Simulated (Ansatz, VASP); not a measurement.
## SnO2: VASP beside Ansatz

Wanted: the spread between two codes on one cell, functional and k mesh. The cell is taken from a series of runs on this material, whose earlier steps may have relaxed, scaled, displaced or heated it; both programs get it as it stands.

Method: plane waves, with VASP 6.6.1 beside it; LDA, in Ansatz 0.2.0.

### Step 1. The structure

Symmetry: P4_2/mnm, No. 136, tetragonal system. Conventional cell: a = 4.732 Å, b = 4.732 Å, c = 3.184 Å, α = 90.00°, β = 90.00°, γ = 90.00°. Nearest to Sn lie 6 O at 2.05 Å. Nearest to O lie 3 Sn at 2.05 Å. Farther neighbours and most contacts between anions are not listed.

### Step 2. VASP: G0W0 gap, LDA

Quasiparticle shifts depend on high empty states and on the cores, so they are the hardest test of two PAW sets.

Lines of VASP's logs that name or quote its potential files are left out, and so is its time.

The run reads the wave functions of an earlier VASP run, which isn't shown here.

Contents of INCAR:

```
SYSTEM = SnO2
PREC = Accurate
ENCUT = 440
ISMEAR = 0
SIGMA = 0.01
LREAL = .FALSE.
GGA = CA
NBANDS = 624
ALGO = EVGW0
NELMGW = 1
ENCUTGW = 140
NOMEGA = 64
PRECFOCK = Fast
NBANDSGW = 64
LWAVE = .FALSE.
LCHARG = .FALSE.
```

Contents of POSCAR:

```
SnO2
1.0
   -3.1839190600      3.3461806000      3.3457405800
    3.1839190600     -3.3461806000      3.3457405800
    3.1839190600      3.3461806000     -3.3457405800
Sn O
4 8
Direct
    0.0000000000      0.2500000000      0.7500000000
    0.0000000000      0.7500000000      0.2500000000
    0.5000000000      0.5000000000      0.5000000000
    0.5000000000      0.0000000000      0.0000000000
    0.1939308218      0.1939308218      0.5000000000
    0.6939334631      0.7500000000      0.9439334631
    0.1939308218      0.6939308218      0.0000000000
    0.3060665369      0.7500000000      0.5560665369
    0.6939334631      0.2500000000      0.4439334631
    0.3060665369      0.2500000000      0.0560665369
    0.8060691782      0.3060691782      0.0000000000
    0.8060691782      0.8060691782      0.5000000000
```

Contents of KPOINTS:

```
Automatic mesh
0
Gamma
4 4 4
0 0 0
```

The projector-augmented-wave data sets are Sn_d_GW and O_GW (LDA family, release 64).

Command:

```bash
> mpirun -np 16 vasp_std
```

Numbers of over 12 decimals in the logs are rounded to 6 here.

The log of the run:

```text
[banner, memory and clock lines left out]
running   16 mpi-ranks, on    1 nodes
 distrk:  each k-point on   16 cores,    1 groups
 distr:  one band on    1 cores,   16 groups

 POSCAR found type information on POSCAR SnO
 POSCAR found :  2 types and      12 ions
|                                                                             |
|           W    W    AA    RRRRR   N    N  II  N    N   GGGG   !!!           |
|           W    W   A  A   R    R  NN   N  II  NN   N  G    G  !!!           |
|           W    W  A    A  R    R  N N  N  II  N N  N  G       !!!           |
|           W WW W  AAAAAA  RRRRR   N  N N  II  N  N N  G  GGG   !            |
|           WW  WW  A    A  R   R   N   NN  II  N   NN  G    G                |
|           W    W  A    A  R    R  N    N  II  N    N   GGGG   !!!           |
|                                                                             |
|     For optimal performance we recommend to set                             |
|       NCORE = 2 up to number-of-cores-per-socket                            |
|     NCORE specifies how many cores store one orbital (NPAR=cpu/NCORE).      |
|     This setting can greatly improve the performance of VASP for DFT.       |
|     The default, NCORE=1 might be grossly inefficient on modern             |
|     multi-core architectures or massively parallel machines. Do your        |
|     Unfortunately you need to use the default for GW and RPA                |
|     calculations (for HF NCORE is supported but not extensively tested      |
|     yet).                                                                   |
|                                                                             |

|                                                                             |
|           W    W    AA    RRRRR   N    N  II  N    N   GGGG   !!!           |
|           W    W   A  A   R    R  NN   N  II  NN   N  G    G  !!!           |
|           W    W  A    A  R    R  N N  N  II  N N  N  G       !!!           |
|           W WW W  AAAAAA  RRRRR   N  N N  II  N  N N  G  GGG   !            |
|           WW  WW  A    A  R   R   N   NN  II  N   NN  G    G                |
|           W    W  A    A  R    R  N    N  II  N    N   GGGG   !!!           |
|                                                                             |
|     The default for ENCUTGWSOFT is different in this version of VASP.       |
|     please manually set ENCUTGWSOFT =140 in the INCAR file.                 |
|                                                                             |

 LDA part: xc-table for (Slater(with rela. corr.)+CA(PZ))
 , standard interpolation
 found WAVECAR, reading the header
 POSCAR, INCAR and KPOINTS ok, starting setup
 FFT: planning ... GRIDC
 FFT: planning ... GRID_SOFT
 FFT: planning ... GRID
 reading WAVECAR
 the WAVECAR file was read successfully
 initial charge from wavefunction
 available memory per node:     44.05 GB, setting MAXMEM to     45108

 The Fermi energy was updated, please check that it is located mid-gap
 values below the HOMO (VB) or above the LUMO (CB) will cause erroneous energies
 E-fermi :   4.7158

 calculate exact exchange contribution
 the WAVEDER file was read successfully
energies w=
    0.000    0.000    0.501    0.000    1.001    0.000    1.499    0.000
    1.993    0.000    2.484    0.000    2.969    0.000    3.449    0.000
    3.922    0.000    4.390    0.000    4.851    0.000    5.305    0.000
    5.753    0.000    6.195    0.000    6.632    0.000    7.064    0.000
    7.491    0.000    7.914    0.000    8.334    0.000    8.752    0.000
    9.168    0.000    9.583    0.000    9.999    0.000   10.416    0.000
   10.835    0.000   11.258    0.000   11.685    0.000   12.117    0.000
   12.557    0.000   13.006    0.000   13.464    0.000   13.934    0.000
   14.418    0.000   14.917    0.000   15.435    0.000   15.973    0.000
   16.535    0.000   17.123    0.000   17.742    0.000   18.395    0.000
   19.089    0.000   19.828    0.000   20.620    0.000   21.472    0.000
   22.394    0.000   23.398    0.000   24.497    0.000   25.709    0.000
   27.054    0.000   28.559    0.000   30.256    0.000   32.189    0.000
   34.414    0.000   37.002    0.000   40.056    0.000   43.713    0.000
   48.173    0.000   53.734    0.000   60.854    0.000   70.290    0.000
   83.371    0.000  102.683    0.000  134.005    0.000  193.427    0.000
 responsefunction array rank=     544
 LDA part: xc-table for (Slater(with rela. corr.)+CA(PZ))
 , standard interpolation

 min. memory requirement per mpi rank    790.5 MB, per node  12648.8 MB

 allocating   4 responsefunctions rank=   544
 shmem allocating  64 responsefunctions rank=   544
 response function shared by NCSHMEM nodes    1
 Doing            4  frequencies on each core in blocks of           64
NQ=   1    0.0000    0.0000    0.0000,
|.........|.........|.........|.........|.........|.........|.........|.........
 performed       5244000 updates of chi_q(r,r)
 total number of BLAS operations      12190.09 Gflops
NQ=   2    0.2500    0.0000   -0.0000,
|.........|.........|.........|.........|.........|.........|.........|.........
 performed      12565000 updates of chi_q(r,r)
 total number of BLAS operations      28581.16 Gflops
NQ=   3    0.5000    0.0000   -0.0000,
|.........|.........|.........|.........|.........|.........|.........|.........
 performed      18289000 updates of chi_q(r,r)
 total number of BLAS operations      41251.07 Gflops
NQ=   4    0.0000    0.2500    0.0000,
|.........|.........|.........|.........|.........|.........|.........|.........
 performed      25930000 updates of chi_q(r,r)
 total number of BLAS operations      59208.48 Gflops
NQ=   5    0.2500    0.2500    0.0000,
|.........|.........|.........|.........|.........|.........|.........|.........
 performed      34849000 updates of chi_q(r,r)
 total number of BLAS operations      79478.89 Gflops
NQ=   6    0.5000    0.2500    0.0000,
|.........|.........|.........|.........|.........|.........|.........|.........
 performed      43768000 updates of chi_q(r,r)
 total number of BLAS operations      99749.30 Gflops
NQ=   7   -0.2500    0.2500    0.0000,
|.........|.........|.........|.........|.........|.........|.........|.........
 performed      51728000 updates of chi_q(r,r)
 total number of BLAS operations     118457.54 Gflops
NQ=   8    0.0000    0.5000    0.0000,
|.........|.........|.........|.........|.........|.........|.........|.........
 performed      57691000 updates of chi_q(r,r)
 total number of BLAS operations     131960.68 Gflops
NQ=   9    0.2500    0.5000    0.0000,
|.........|.........|.........|.........|.........|.........|.........|.........
 performed      66610000 updates of chi_q(r,r)
 total number of BLAS operations     153076.40 Gflops
NQ=  10    0.5000    0.5000    0.0000,
|.........|.........|.........|.........|.........|.........|.........|.........
 performed      72813000 updates of chi_q(r,r)
 total number of BLAS operations     167122.07 Gflops
NQ=  11    0.2500    0.2500    0.2500,
|.........|.........|.........|.........|.........|.........|.........|.........
 performed      79096000 updates of chi_q(r,r)
 total number of BLAS operations     181135.45 Gflops
NQ=  12   -0.2500    0.2500    0.2500,
|.........|.........|.........|.........|.........|.........|.........|.........
 performed      85459000 updates of chi_q(r,r)
 total number of BLAS operations     196089.54 Gflops
NQ=  13    0.5000    0.5000    0.2500,
|.........|.........|.........|.........|.........|.........|.........|.........
 performed      93419000 updates of chi_q(r,r)
 total number of BLAS operations     213776.60 Gflops
NQ=  14   -0.2500    0.5000    0.2500,
|.........|.........|.........|.........|.........|.........|.........|.........
 performed     101060000 updates of chi_q(r,r)
 total number of BLAS operations     230882.92 Gflops
NQ=  15    0.2500   -0.2500    0.2500,
|.........|.........|.........|.........|.........|.........|.........|.........
 performed     107503000 updates of chi_q(r,r)
 total number of BLAS operations     245913.17 Gflops
NQ=  16    0.5000   -0.2500    0.2500,
|.........|.........|.........|.........|.........|.........|.........|.........
 performed     114824000 updates of chi_q(r,r)
 total number of BLAS operations     262490.67 Gflops
NQ=  17   -0.2500   -0.2500    0.2500,
|.........|.........|.........|.........|.........|.........|.........|.........
 performed     121346000 updates of chi_q(r,r)
 total number of BLAS operations     277707.25 Gflops
NQ=  18    0.5000    0.5000    0.5000,
|.........|.........|.........|.........|.........|.........|.........|.........
 performed     126590000 updates of chi_q(r,r)
 total number of BLAS operations     289493.65 Gflops
 resolving degeneracies of screened two electron integrals

 calculate QP shifts <psi_nk| G(iteration)W_0 |psi_nk>: iteration 1
 entering main loop
```

OUTCAR, selected parts (step 2):

```text
ion  position               nearest neighbor table
   1  0.000  0.250  0.750-   9 2.05  10 2.05   5 2.05   7 2.05  11 2.05  12 2.05
   2  0.000  0.750  0.250-   6 2.05   8 2.05   7 2.05   5 2.05  11 2.05  12 2.05
   3  0.500  0.500  0.500-   5 2.05  12 2.05   8 2.05   9 2.05  10 2.05   6 2.05
   4  0.500  0.000  0.000-   7 2.05  11 2.05   8 2.05   9 2.05  10 2.05   6 2.05
   5  0.194  0.194  0.500-   3 2.05   2 2.05   1 2.05
   6  0.694  0.750  0.944-   2 2.05   3 2.05   4 2.05
   7  0.194  0.694  0.000-   4 2.05   2 2.05   1 2.05
   8  0.306  0.750  0.556-   2 2.05   3 2.05   4 2.05
   9  0.694  0.250  0.444-   1 2.05   3 2.05   4 2.05
  10  0.306  0.250  0.056-   1 2.05   3 2.05   4 2.05
  11  0.806  0.306  0.000-   4 2.05   2 2.05   1 2.05
  12  0.806  0.806  0.500-   3 2.05   2 2.05   1 2.05

  LATTYP: Found a body centered orthorhombic cell.
 ALAT       =     6.3678381200
 B/A-ratio  =     1.0508246337
 C/A-ratio  =     1.0509628345

 Subroutine GETGRP returns: Found  8 space group operations
 (whereof  4 operations were pure point group operations)

The static configuration has the point symmetry C_2h.
 The point group associated with its full space group is D_2h.

 Found     18 irreducible k-points:

   k-points           NKPTS =     18   k-points in BZ     NKDIM =     64   number of bands    NBANDS=    624

   dimension x,y,z NGX =    40 NGY =   40 NGZ =   40
   dimension x,y,z NGXF=    80 NGYF=   80 NGZF=   80

   ENCUT  =  440.0 eV  32.34 Ry    5.69 a.u.   9.75  9.75  9.75*2*pi/ulx,y,z

   NELECT =     104.0000    total number of electrons

  energy-cutoff  :      440.00
  volume of cell :      142.58
      direct lattice vectors                 reciprocal lattice vectors
    -3.183919060  3.346180600  3.345740580     0.000000000  0.149424093  0.149443744
     3.183919060 -3.346180600  3.345740580     0.157039168  0.000000000  0.149443744
     3.183919060  3.346180600 -3.345740580     0.157039168  0.149424093  0.000000000

 k-points in reciprocal lattice and weights: Automatic mesh
   0.00000000  0.00000000  0.00000000       0.016
   0.25000000  0.00000000 -0.00000000       0.062
   0.50000000  0.00000000 -0.00000000       0.031
   0.00000000  0.25000000  0.00000000       0.062
   0.25000000  0.25000000  0.00000000       0.125
   0.50000000  0.25000000  0.00000000       0.125
  -0.25000000  0.25000000  0.00000000       0.062
   0.00000000  0.50000000  0.00000000       0.031
   0.25000000  0.50000000  0.00000000       0.125
[...]
-0.25000000 -0.25000000  0.25000000       0.031
   0.50000000  0.50000000  0.50000000       0.016

 E-fermi :   4.7158

 QP shifts <psi_nk| G(iteration)W_0 |psi_nk>: iteration 1
 for sc-GW calculations column KS-energies equals QP-energies in previous step
 and V_xc(KS)=  KS-energies - (<T + V_ion + V_H > + <T+V_H+V_ion>^1  + <V_x>^1)
 k-point   1 :       0.0000    0.0000    0.0000
  band No.  KS-energies  QP-energies   sigma(KS)   V_xc(KS)     V^pw_x(r,r')   Z            occupation Imag(sigma)
    ...
     49       3.2714       2.4897     -20.3476     -19.2903     -25.4268       0.7393       2.0000       0.0993
     50       3.3146       2.6896     -20.5966     -19.7581     -25.2405       0.7455       2.0000       0.0931
     51       3.3146       2.6896     -20.5966     -19.7581     -25.2405       0.7455       2.0000       0.0931
     52       4.1254       3.4301     -21.0166     -20.0871     -25.9667       0.7480       2.0000       0.0929
     53       5.3062       6.2354     -14.3139     -15.4484     -11.1065       0.8191       0.0000      -0.0173
     54       8.8255      10.1807     -14.1648     -15.8426     -10.1492       0.8077       0.0000      -0.0369
     55       8.8255      10.1807     -14.1648     -15.8426     -10.1492       0.8077       0.0000      -0.0369
     56      10.1017      11.4690     -13.2846     -14.9986      -8.8850       0.7977       0.0000      -0.0527
    ...

 k-point   2 :       0.2500    0.0000   -0.0000
  band No.  KS-energies  QP-energies   sigma(KS)   V_xc(KS)     V^pw_x(r,r')   Z            occupation Imag(sigma)
    ...
     49       3.1177       2.3373     -20.1326     -19.0771     -25.1456       0.7393       2.0000       0.0996
     50       3.1177       2.3373     -20.1326     -19.0771     -25.1456       0.7393       2.0000       0.0996
     51       3.3586       2.7207     -20.6023     -19.7486     -25.2658       0.7471       2.0000       0.0933
     52       3.8277       3.1129     -20.5784     -19.6204     -25.4488       0.7461       2.0000       0.0933
     53       6.6009       7.6298     -15.5431     -16.8212     -12.6250       0.8050       0.0000      -0.0189
     54       9.4478      10.8656     -14.4801     -16.2523     -10.3505       0.8000       0.0000      -0.0416
     55       9.4478      10.8656     -14.4801     -16.2523     -10.3505       0.8000       0.0000      -0.0416
     56       9.6675      11.0002     -14.0893     -15.7623      -9.9642       0.7966       0.0000      -0.0489
    ...

 k-point   3 :       0.5000    0.0000   -0.0000
  band No.  KS-energies  QP-energies   sigma(KS)   V_xc(KS)     V^pw_x(r,r')   Z            occupation Imag(sigma)
    ...
     49       3.3942       2.8348     -20.9055     -20.1674     -25.0986       0.7578       2.0000       0.0864
     50       3.3942       2.8348     -20.9055     -20.1674     -25.0986       0.7578       2.0000       0.0864
     51       3.4717       2.7926     -20.4927     -19.5830     -25.2193       0.7464       2.0000       0.0938
     52       3.4717       2.7926     -20.4927     -19.5830     -25.2193       0.7464       2.0000       0.0938
     53       8.4587       9.7306     -15.4487     -17.0455     -11.8781       0.7965       0.0000      -0.0362
     54       8.4587       9.7306     -15.4487     -17.0455     -11.8781       0.7965       0.0000      -0.0362
     55      10.4512      12.0568     -15.8987     -17.9689     -11.5749       0.7756       0.0000      -0.0558
     56      10.4512      12.0568     -15.8987     -17.9689     -11.5749       0.7756       0.0000      -0.0558
    ...

 k-point   4 :       0.0000    0.2500    0.0000
  band No.  KS-energies  QP-energies   sigma(KS)   V_xc(KS)     V^pw_x(r,r')   Z            occupation Imag(sigma)
    ...
     49       3.2205       2.4418     -20.2991     -19.2458     -25.3348       0.7394       2.0000       0.0993
     50       3.3280       2.5866     -20.3926     -19.3942     -25.3062       0.7425       2.0000       0.0966
     51       3.3393       2.6930     -20.6145     -19.7493     -25.2836       0.7471       2.0000       0.0934
     52       3.9054       3.1959     -20.7834     -19.8335     -25.6989       0.7470       2.0000       0.0934
     53       6.7434       7.8140     -15.5753     -16.9072     -12.5507       0.8038       0.0000      -0.0203
     54       9.1054      10.5040     -14.7034     -16.4495     -10.6820       0.8010       0.0000      -0.0388
     55       9.3291      10.7458     -14.5259     -16.2969     -10.4091       0.8000       0.0000      -0.0410
     56      10.2163      11.6374     -14.1912     -15.9912      -9.8619       0.7896       0.0000      -0.0546
    ...

[... 4 further parts left out ...]
```

[end of part 1 of 2]

[Lines on the potential files, build, host, timing and source positions are cut from VASP's logs without a mark.]

[Logs are printed without paths, hosts, clocks, repeated set-up lines and the standing remarks that a program may print on its own settings, such as how far it seeks lower states.]

[Hosts, paths, dates, database ids (printed as entryN), source tags and the programs' standing remarks are cut or masked in the printed files.]
